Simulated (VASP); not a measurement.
Input:

```yaml
crystal:
  lattice:
    - [4.30867, 0.00000, 0.00000]
    - [0.00000, 4.30867, 0.00000]
    - [0.00000, 0.00000, 4.30867]
  atoms:
    - { symbol: Cu, position: [0.75000, 0.25000, 0.75000] }
    - { symbol: Cu, position: [0.25000, 0.75000, 0.75000] }
    - { symbol: Cu, position: [0.75000, 0.75000, 0.25000] }
    - { symbol: Cu, position: [0.25000, 0.25000, 0.25000] }
    - { symbol: O, position: [0.00000, 0.00000, 0.00000] }
    - { symbol: O, position: [0.50000, 0.50000, 0.50000] }
```

The numbers are results of PBE GGA, VASP's PBE PAW potentials (set 64) (plane waves; VASP), not measurements. Settings: 520 eV cut-off, Gaussian smearing of 0.050 eV, potentials Cu O.

Give the energies of bands 18 to 31 at the high-symmetry points, in eV from the valence-band maximum.

```tsv
band	Γ	X	M	R
18	-1.81	-1.93	-2.08	-1.85
19	-1.81	-1.92	-1.83	-1.85
20	-1.67	-1.92	-1.83	-1.66
21	-1.67	-1.78	-1.82	-1.66
22	-1.67	-1.78	-1.82	-1.66
23	-1.50	-1.60	-1.40	-1.55
24	-1.50	-1.60	-1.40	-1.55
25	-1.50	-1.14	-1.15	-0.96
26	0.00	-1.14	-1.15	-0.54
27	0.00	-0.37	-0.62	-0.54
28	0.00	-0.37	-0.62	-0.54
29	0.47	2.19	1.91	2.52
30	1.37	2.19	1.91	2.52
31	1.37	4.26	3.79	2.52
```

The gap is direct, 0.47 eV, from the valence maximum at Γ to the conduction minimum at Γ.

Measured: gap 2.20 eV (computed value off by -1.73 eV), as given by Wei Chen et al., Physical Review Materials (2018), doi:10.1103/physrevmaterials.2.073803 [zero-point renormalisation of 0.03 eV added back (the table's ZPR column)].

The compound is Cu2O in the cuprite structure. It was relaxed first.
